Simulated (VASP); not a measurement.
A cell of Pd (fcc) near equilibrium:

```yaml
crystal:
  lattice:
    - [0.00000, 1.93587, 1.93587]
    - [1.93587, 0.00000, 1.93587]
    - [1.93587, 1.93587, 0.00000]
  atoms:
    - { symbol: Pd, position: [0.00000, 0.00000, 0.00000] }
```

The numbers are results of PBEsol GGA, VASP's PBE PAW potentials (set 64) (plane waves; VASP), not measurements.

```tsv
run	ΔE (meV/atom)	σxx	σyy	σzz	largest shear component, with its sign (GPa)	largest force (eV/Å)
as it is	0.0	0.39	0.39	0.39	0.00	0.000
after one change	9.9	7.16	7.16	7.16	0.00	0.000
```
Stress is in GPa, positive when the cell is compressed.

Question: Which change was made?
A) biaxial strain of +0.5 % in the yz plane
B) isotropic strain of -1.0 %
C) uniaxial strain of -1.0 % along y
D) isotropic strain of +1.0 %

Answer: B, isotropic strain of -1.0 %

The compound is Pd in the fcc structure.
